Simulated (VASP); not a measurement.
GaCuSe2:

```
Ga Cu Se
1.0
    -2.78830    2.78830    5.54007
     2.78830   -2.78830    5.54007
     2.78830    2.78830   -5.54007
Ga Cu Se
2 2 4
Direct
  0.50000 0.50000 0.00000
  0.25000 0.75000 0.50000
  0.00000 0.00000 0.00000
  0.75000 0.25000 0.50000
  0.37500 0.36721 0.49221
  0.63279 0.12500 0.00779
  0.87500 0.88279 0.50779
  0.11721 0.62500 0.99221
```

Program: VASP 6.6.1. Alike in all runs: task band structure; cell as given; cutoff (eV) 520; smearing methfessel-paxton 0.1 eV.

**Question.** Order these runs on this cell by their pressure, lowest first.
A. level LDA; potentials or basis VASP PAW LDA potentials, release 64 (Ga_d, Cu, Se); spin off; k mesh 10 × 10 × 10
B. level PBE; potentials or basis VASP PAW PBE potentials, release 64 (Ga_d, Cu, Se); spin SOC, no magnetisation; k mesh 6 × 6 × 6
C. level r2SCAN; potentials or basis VASP PAW PBE potentials, release 64 (Ga_d, Cu, Se); spin off; k mesh 10 × 10 × 10

**Answer.** A (-2.2 GPa), C (0.9 GPa), B (3.6 GPa).

Caveats: the PAW data sets were made with another functional, which shifts forces and pressure a little (some runs).
